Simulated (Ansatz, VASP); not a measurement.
**Two plane-wave programs on B2Br**

```
B Br
1.0
     3.74534    0.00000    0.00000
    -1.87267    3.24357    0.00000
     0.00000    0.00000    9.17408
B Br
4 2
Cartesian
  0.0000 0.0000 3.4861
  0.0000 0.0000 5.6879
  1.8729 1.0811 0.2110
  -0.0002 2.1625 8.9631
  1.8729 1.0811 2.8073
  -0.0002 2.1625 6.3668
```

Alike in both runs: task relaxation of cell and atoms; functional PBE; k mesh 9 × 9 × 3; no spin polarisation.

```csv
,VASP,Ansatz
version,VASP 6.6.1,Ansatz 0.2.0
potentials or method,"VASP PAW PBE potentials, release 64 (B, Br)",PAW plane waves
plane-wave cutoff (eV),600,420
occupations,"fermi-dirac, width 0.1 eV",fermi-dirac
valence electrons in the cell,26,26
```

VASP gave:

- relaxed volume (Å³/atom): 14.37
- relaxed cell length with the largest relative difference (Å): 10.336
- energy change over the relaxation (meV/atom): -646

Question: What did Ansatz give for the same quantities?

Answer: Relaxed volume (Å³/atom): 14.43; relaxed cell length with the largest relative difference (Å): 10.403; energy change over the relaxation (meV/atom): -646.

Ansatz warned: «structure_snapped_to_symmetry».

Caveats: the volume moved by over 15 % at a fixed basis, so the end points are rough; this functional lacks dispersion, which binds the layers, so the pressure and a relaxed spacing across them are unreliable.
